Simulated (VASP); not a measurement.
# Lattice vibrations of Selenium, part 3 of 3

Aim: the phonon dispersion and thermal properties of Selenium. The start is a cell from a database of measured crystal structures.

VASP 6.6.1; LDA; plane waves and PAW (Se).

So far. Step 3 (Relax the host again, on a new basis): The start already met the threshold, so nothing moved. Step 4 (Tight relaxation): The run ended after 6 ionic steps, 0.000 eV below its first step, once forces and stress met EDIFFG = -0.002.

**5. Force constants in the supercell (continued)**

From OUTCAR (step 5):

```text
   k-points           NKPTS =      4   k-points in BZ     NKDIM =      4   number of bands    NBANDS=    200

   ENCUT  =  350.0 eV  25.72 Ry    5.07 a.u.  18.04 18.04 15.65*2*pi/ulx,y,z

   NELECT =     324.0000    total number of electrons

 E-fermi :   4.5980

 k-point     1 :       0.0000    0.0000    0.0000
  band No.  band energies     occupation
    ...
    158       3.7418      2.00000
    159       4.4646      1.99984
    160       4.4662      1.99981
    161       4.4665      1.99980
    162       4.4682      1.99976
    163       4.7231      0.00040
    164       4.7232      0.00040
    165       5.1737      0.00000
    166       5.1748      0.00000
    167       5.1803      0.00000
    ...

 POSITION                                       TOTAL-FORCE (eV/Angst)
 -----------------------------------------------------------------------------------
      1.46541      2.53817     -0.01500         0.012308      0.000303      0.101584
      1.46541      2.53817      5.12914         0.003553      0.006848      0.001390
     -0.50555      5.95198      0.00000         0.002004      0.007562      0.002022
     -0.50555      5.95198      5.12914         0.004093      0.006564     -0.000283
     -2.47651      9.36578      0.00000         0.002956      0.006361      0.002042
     -2.47651      9.36578      5.12914         0.003526      0.007000     -0.000289
      5.40734      2.53817      0.00000         0.002095      0.007778      0.002047
      5.40734      2.53817      5.12914         0.004053      0.006464     -0.000335
      3.43637      5.95198      0.00000         0.005116      0.005868      0.003799
      3.43637      5.95198      5.12914         0.003492      0.006778     -0.000834
      1.46541      9.36578      0.00000         0.003819      0.006308     -0.000295
      1.46541      9.36578      5.12914         0.004968      0.007467     -0.001886
      9.34926      2.53817      0.00000         0.003642      0.007525      0.002033
      9.34926      2.53817      5.12914         0.003351      0.006685     -0.000333
      7.37830      5.95198      0.00000         0.004111      0.006794     -0.000279
      7.37830      5.95198      5.12914         0.003659      0.005177     -0.001887
      5.40734      9.36578      0.00000         0.005635      0.005580      0.003803
      5.40734      9.36578      5.12914         0.003187      0.007002     -0.000830
     -0.50555      0.87564      3.41943         0.004864     -0.006577     -0.002090
     -0.50555      0.87564      8.54856        -0.001683     -0.008819     -0.006819
     -2.47651      4.28945      3.41943         0.006282     -0.007356     -0.001284
     -2.47651      4.28945      8.54856         0.003052     -0.005999     -0.000898
     -4.44748      7.70326      3.41943         0.001876     -0.006572     -0.001289
     -4.44748      7.70326      8.54856         0.003030     -0.006938     -0.001359
[...]
-----------------------------------------------------------------------------------
    total drift:                                0.010536      0.018363      0.000467

  FREE ENERGIE OF THE ION-ELECTRON SYSTEM (eV)
  ---------------------------------------------------
  free  energy   TOTEN  =      -224.5333679310 eV

  energy  without entropy=     -224.5333405834  energy(sigma->0) =     -224.53335426

 Eigenvectors and eigenvalues of the dynamical matrix
 ----------------------------------------------------

   1 f  =    6.862391 THz    43.117676 2PiTHz  228.904734 cm-1    28.380557 meV
             X         Y         Z           dx          dy          dz
      1.465412  2.538168  0.000000     0.016426    0.028451   -0.000000
      1.465412  2.538168  5.129138     0.016426    0.028451   -0.000000
     -0.505551  5.951976  0.000000    -0.090323   -0.156445    0.000000
     -0.505551  5.951976  5.129138    -0.090323   -0.156445    0.000000
     -2.476514  9.365784  0.000000     0.073897    0.127993   -0.000000
     -2.476514  9.365784  5.129138     0.073897    0.127993   -0.000000
      5.407338  2.538168  0.000000    -0.090323   -0.156445    0.000000
      5.407338  2.538168  5.129138    -0.090323   -0.156445    0.000000
      3.436375  5.951976  0.000000     0.073897    0.127993   -0.000000
      3.436375  5.951976  5.129138     0.073897    0.127993   -0.000000
      1.465412  9.365784  0.000000     0.016426    0.028451   -0.000000
      1.465412  9.365784  5.129138     0.016426    0.028451   -0.000000
      9.349264  2.538168  0.000000     0.073897    0.127993   -0.000000
      9.349264  2.538168  5.129138     0.073897    0.127993   -0.000000
      7.378301  5.951976  0.000000     0.016426    0.028451   -0.000000
      7.378301  5.951976  5.129138     0.016426    0.028451   -0.000000
      5.407338  9.365784  0.000000    -0.090323   -0.156445    0.000000
      5.407338  9.365784  5.129138    -0.090323   -0.156445    0.000000
     -0.505551  0.875640  3.419425    -0.090323    0.156445   -0.000000
     -0.505551  0.875640  8.548563    -0.090323    0.156445   -0.000000
     -2.476514  4.289448  3.419425     0.073897   -0.127993    0.000000
     -2.476514  4.289448  8.548563     0.073897   -0.127993    0.000000
     -4.447477  7.703256  3.419425     0.016426   -0.028451    0.000000
     -4.447477  7.703256  8.548563     0.016426   -0.028451    0.000000
[...]
4.953028  6.827616  1.709713    -0.147794    0.000000   -0.000000
      4.953028  6.827616  6.838850    -0.147794   -0.000000   -0.000000

   2 f  =    6.862391 THz    43.117676 2PiTHz  228.904734 cm-1    28.380557 meV
             X         Y         Z           dx          dy          dz
      1.465412  2.538168  0.000000     0.094813    0.164220   -0.000000
      1.465412  2.538168  5.129138     0.094813    0.164220   -0.000000
     -0.505551  5.951976  0.000000    -0.033181   -0.057471    0.000000
     -0.505551  5.951976  5.129138    -0.033181   -0.057471    0.000000
     -2.476514  9.365784  0.000000    -0.061632   -0.106750    0.000000
     -2.476514  9.365784  5.129138    -0.061632   -0.106750    0.000000
      5.407338  2.538168  0.000000    -0.033181   -0.057471    0.000000
      5.407338  2.538168  5.129138    -0.033181   -0.057471    0.000000
      3.436375  5.951976  0.000000    -0.061632   -0.106750    0.000000
      3.436375  5.951976  5.129138    -0.061632   -0.106750    0.000000
      1.465412  9.365784  0.000000     0.094813    0.164220   -0.000000
      1.465412  9.365784  5.129138     0.094813    0.164220   -0.000000
      9.349264  2.538168  0.000000    -0.061632   -0.106750    0.000000
      9.349264  2.538168  5.129138    -0.061632   -0.106750    0.000000
      7.378301  5.951976  0.000000     0.094813    0.164220   -0.000000
      7.378301  5.951976  5.129138     0.094813    0.164220   -0.000000
      5.407338  9.365784  0.000000    -0.033181   -0.057471    0.000000
      5.407338  9.365784  5.129138    -0.033181   -0.057471    0.000000
     -0.505551  0.875640  3.419425    -0.033181    0.057471   -0.000000
     -0.505551  0.875640  8.548563    -0.033181    0.057471   -0.000000
     -2.476514  4.289448  3.419425    -0.061632    0.106750   -0.000000
     -2.476514  4.289448  8.548563    -0.061632    0.106750   -0.000000
     -4.447477  7.703256  3.419425     0.094813   -0.164220    0.000000
     -4.447477  7.703256  8.548563     0.094813   -0.164220    0.000000
[...]
4.953028  6.827616  1.709713     0.123264   -0.000000   -0.000000
      4.953028  6.827616  6.838850     0.123264    0.000000    0.000000

   3 f  =    6.403023 THz    40.231382 2PiTHz  213.581868 cm-1    26.480765 meV
             X         Y         Z           dx          dy          dz
    [... 9114 further lines ...]
      6.923991  3.413808  6.838850    -0.000206    0.135106    0.000121
      4.953028  6.827616  1.709713    -0.000206    0.135106    0.000121
      4.953028  6.827616  6.838850    -0.000206    0.135106    0.000121

 ELASTIC MODULI CONTR FROM IONIC RELAXATION (kBar)
 Direction    XX          YY          ZZ          XY          YZ          ZX
 --------------------------------------------------------------------------------
 XX           0.0000      0.0000      0.0000      0.0000      0.0000      0.0000
 YY           0.0000      0.0000      0.0000      0.0000      0.0000      0.0000
 ZZ           0.0000      0.0000      0.0000      0.0000      0.0000      0.0000
 XY           0.0000      0.0000      0.0000      0.0000      0.0000      0.0000
 YZ           0.0000      0.0000      0.0000      0.0000      0.0000      0.0000
 ZX           0.0000      0.0000      0.0000      0.0000      0.0000      0.0000
 --------------------------------------------------------------------------------

[... 2 parts as in an earlier step ...]

[... 12 further parts left out ...]
```

The last energy, forces, stress and levels in OUTCAR belong to the last displaced cell, not to the cell of POSCAR.

This step gave:

```yaml
electrons: 324
lowest_frequency: -6.792 cm⁻¹
highest_frequency: 228.9 cm⁻¹
dynamically_stable: yes
zero_point_energy: 24.22 meV/atom
heat_capacity_300: 24.02 J/K/mol of atoms
entropy_300: 39.73 J/K/mol of atoms
```

No long-range dipole term. Phonon branches along the path, in cm⁻¹:

```
          point  branch 1  branch 2  branch 3  branch 4  branch 5  branch 6  branch 7  branch 8  branch 9
              Γ         0         0         0       135       135       136       175       198       198
0.47 of the way        41        51        62       125       143       146       192       193       200
              M        62        69        84       106       142       142       184       194       219
0.47 of the way        60        66        79       105       139       139       182       189       224
              K        64        65        65       105       135       135       182       182       229
0.47 of the way        44        65        70       117       143       146       190       193       207
              Γ         0         0         0       135       135       136       175       198       198
0.53 of the way        42        48        65       114       125       150       192       199       202
              A        53        78        78       110       134       134       203       203       203
0.53 of the way        65        67        75       109       132       133       182       196       211
              L        64        69        85       114       126       136       170       189       216
0.53 of the way        71        75        90       111       130       136       173       191       209
              H        78        78        95       107       135       135       175       198       198
0.53 of the way        65        67        78       109       133       133       182       197       209
              A        53        78        78       110       134       134       203       203       203
      jump to L        64        69        85       114       126       136       170       189       216
0.53 of the way        63        70        83       112       126       146       177       194       217
              M        62        69        84       106       142       142       184       194       219
      jump to K        64        65        65       105       135       135       182       182       229
0.47 of the way        61        77        80       112       121       143       177       187       219
              H        78        78        95       107       135       135       175       198       198
```

The phonon branches as a text plot (rows in cm⁻¹):

```
    224 |       *******                                     **
    214 |     **       **             ******      *    *****  **
    204 |   **           *    ********      ** *** ****         *
    195 |*********     **********   *****   **********  ****    *
    185 |  *  *********** **   *     **  ***       *   *  ******
    175 |**                 ***        ************    ***   ****
    165 |
    155 |
    145 |  *******     *****  ****                      **** ***
    136 |**       *****    ****   **********************  ***   *
    126 |  **            **   ****     *****           * *   *  *
    116 |    **         *      **      *****           ***    **
    106 |      *********         ******     ***********   ****  *
     96 |                                    ***                *
     87 |      ***                       ****   **     *****   *
     77 |    **   **  ***        ********   ***********      ** *
     67 |   * ************      **   *******    ****   ******* *
     57 |    ******* **  **     * ****              ***    * **
     47 |  ***         ** *    ***
     37 |  **            * *   *
     28 | **              *** *
     18 |**                *  *
      8 |*                  *
     -2 |*                   *
         Γ      M   K        Γ    A       L   H       A|L  M|K  H
```

Phonon density of states against frequency; read off at these points:

frequency (cm⁻¹), phonon density of states (states/cm⁻¹/cell) and a bar:
```
    -20.0      0.000 
    -10.0      0.000 
      0.0      0.000 
     10.0      0.001 
     20.0      0.002 
     30.0      0.005 #
     40.0      0.013 ###
     50.0      0.032 ########
     60.0      0.080 ####################
     62.8      0.089 ######################
     70.0      0.079 ####################
     78.8      0.093 #######################
     80.0      0.089 ######################
     90.0      0.009 ##
    100.0      0.001 
    110.0      0.060 ###############
    114.8      0.073 ##################
    120.0      0.065 ################
    130.0      0.055 ##############
    140.0      0.072 ##################
    144.2      0.086 #####################
    150.0      0.044 ###########
    160.0      0.000 
    170.0      0.014 ###
    180.0      0.052 #############
    190.0      0.094 #######################
    193.5      0.120 ##############################
    200.0      0.055 ##############
    210.0      0.052 #############
    220.0      0.024 ######
    230.0      0.002 
    240.0      0.000
```

Table of heat capacity at constant volume by temperature:

```
temperature (K)  heat capacity at constant volume (J/K/mol of atoms)
              0                                                    0
             25                                                 3.24
             75                                                 15.3
            100                                                 18.4
            150                                                 21.6
            175                                                 22.4
            200                                                 23.0
            250                                                 23.6
            275                                                 23.9
            300                                                 24.0
            350                                                 24.3
            375                                                 24.3
            425                                                 24.5
            450                                                 24.5
            475                                                 24.6
            525                                                 24.6
            550                                                 24.7
            575                                                 24.7
            625                                                 24.7
            650                                                 24.7
            700                                                 24.8
            725                                                 24.8
            750                                                 24.8
            800                                                 24.8
            825                                                 24.8
            850                                                 24.8
            900                                                 24.8
            925                                                 24.8
            975                                                 24.8
           1000                                                 24.9
```

Vibrational entropy against temperature:

```csv
temperature (K),vibrational entropy (J/K/mol of atoms)
0,0
50,5.57
100,15.6
150,23.8
200,30.2
250,35.4
275,37.6
325,41.7
375,45.1
425,48.2
475,50.9
525,53.4
575,55.6
625,57.7
675,59.6
725,61.4
750,62.2
800,63.8
850,65.3
900,66.7
950,68.1
1000,69.3
```

**6. What came out**

- highest frequency: 229 cm⁻¹
- lowest frequency: -6.79 cm⁻¹
- zero point energy: 24.2 meV/atom
- heat capacity 300: 24.0 J/K/mol of atoms
- entropy 300: 39.7 J/K/mol of atoms

**Reading.** The spectrum reaches 229 cm⁻¹, and its lowest point lies at -7 cm⁻¹. The lowest point is an imaginary frequency of 7i cm⁻¹ (printed as negative), so small that interpolation and noise in the forces can make it; no clear instability shows in this supercell. Frequencies between the wave vectors that fit the supercell are interpolated. The relaxed cell's volume lies -15.6 % from the database cell's, so the frequencies belong to that other cell.

[Lines on the potential files, build, host, timing and source positions are cut from VASP's logs without a mark.]

[Logs are printed without paths, hosts, clocks, repeated set-up lines and the standing remarks that a program may print on its own settings, such as how far it seeks lower states.]

[Hosts, paths, dates, database ids (printed as entryN), source tags and the programs' standing remarks are cut or masked in the printed files.]

[Runs that stopped without an error message from VASP are left out.]
